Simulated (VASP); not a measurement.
Here is the system:

```xyz
3
Lattice="1.8263 -3.1633 0.0000 1.8263 3.1633 0.0000 0.0000 0.0000 4.2437" Properties=species:S:1:pos:R:3 pbc="T T T"
Pt     0.0000     0.0000     0.0000
Se     1.8263     1.0544     1.2374
Se     1.8263    -1.0544     3.0064
```

Computed with PBE GGA, VASP's PBE PAW potentials (set 64) (plane waves; VASP). Run with 500 eV cut-off, 10×10×7 Γ-centred mesh, first-order Methfessel-Paxton smearing of 0.10 eV, potentials Pt Se.

Energy and stress use the plane-wave basis of the starting cell. Without a dispersion term in the relaxation, distances and binding between the weakly bound layers, chains or molecules are unreliable, and so is what depends on them.

The ions, cell shape and volume at an external pressure of 45.0 GPa are relaxed. Give the cell that the relaxation ends in.

```xyz
3
Lattice="1.7995 -3.1169 0.0000 1.7995 3.1169 0.0000 0.0000 0.0000 4.1115" Properties=species:S:1:pos:R:3 pbc="T T T"
Pt     1.7995     3.1169     0.0000
Se     1.7995     1.0390     1.2260
Se     1.7995    -1.0390     2.8855
```
Space group P-3m1 (164), at a tolerance of 0.03 Å.

How do energy and volume change from the first to the last step?

The energy (σ→0) changes by +224.1 meV/atom and the volume by -5.9 %, in 13 ionic steps.

| step | E(σ→0) (eV) | max force (eV/Å) | pressure (GPa) | volume (Å³) |
|---|---|---|---|---|
| 1 | -13.2713 | 0.001 | 29.98 | 49.04 |
| 2 | -8.9294 | 3.459 | 125.32 | 38.95 |
| 3 | -12.7372 | 0.542 | 43.75 | 46.70 |
| 4 | -12.6957 | 0.581 | 44.79 | 46.55 |
| 5 | -12.6820 | 0.594 | 45.11 | 46.50 |
| 6 | -12.6020 | 0.103 | 45.23 | 46.14 |
| 7 | -12.5816 | 0.019 | 45.31 | 46.06 |
| 8 | -12.5841 | 0.004 | 45.32 | 46.07 |
| 9 | -12.6357 | 0.038 | 44.01 | 46.25 |
| 10 | -12.5991 | 0.014 | 44.93 | 46.12 |
| 11 | -12.6000 | 0.015 | 44.90 | 46.13 |
| 12 | -12.5994 | 0.004 | 44.90 | 46.12 |
| 13 | -12.5990 | 0.002 | 44.91 | 46.12 |

The compound is PtSe2 in the 1T layered structure. This run relaxes it under an external pressure of 45 GPa. Symmetry was kept, so distortions that lower it aren't found.
